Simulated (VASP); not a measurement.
OSZICAR of a VASP run on Be (hcp):

OSZICAR:
```
       N       E                     dE             d eps       ncg     rms          rms(c)
DAV:   1    -0.392610250674E+01   -0.39261E+01   -0.15663E+03  1848   0.449E+02
DAV:   2    -0.757445231703E+01   -0.36483E+01   -0.35381E+01  2766   0.526E+01
DAV:   3    -0.759303940248E+01   -0.18587E-01   -0.18586E-01  2364   0.355E+00
DAV:   4    -0.759305413268E+01   -0.14730E-04   -0.14730E-04  2646   0.997E-02
DAV:   5    -0.759305414650E+01   -0.13824E-07   -0.13904E-07  2334   0.147E-03    0.118E+00
DAV:   6    -0.753297305616E+01    0.60081E-01   -0.24751E-02  2022   0.220E+00    0.718E-02
DAV:   7    -0.753284915914E+01    0.12390E-03   -0.14800E-04  2484   0.116E-01    0.571E-03
DAV:   8    -0.753284799456E+01    0.11646E-05   -0.99697E-07  2424   0.866E-03    0.486E-04
DAV:   9    -0.753284801814E+01   -0.23573E-07   -0.82100E-09  1764   0.766E-04
   1 F= -.75328480E+01 E0= -.75328023E+01  d E =-.137195E-03
```

**Question.** Which electronic solver shows in the log?

**Answer.** It is blocked Davidson (ALGO = Normal, or the opening steps of other solvers). The INCAR had ALGO = Normal.

**Question.** Can the final energy be trusted as converged?

**Answer.** The calculation finished and met its thresholds. It stopped with EDIFF = 1E-6, NELM = 100 (PBE GGA, plane waves, VASP's PBE PAW potentials (set 64)).

The compound is Be in the hcp structure. The cell was not relaxed at this level. The run is one of a series of settings (AMIX = 1.0, BMIX = 0.0001, IMIX = 1 against the base run), some of them coarse on purpose.
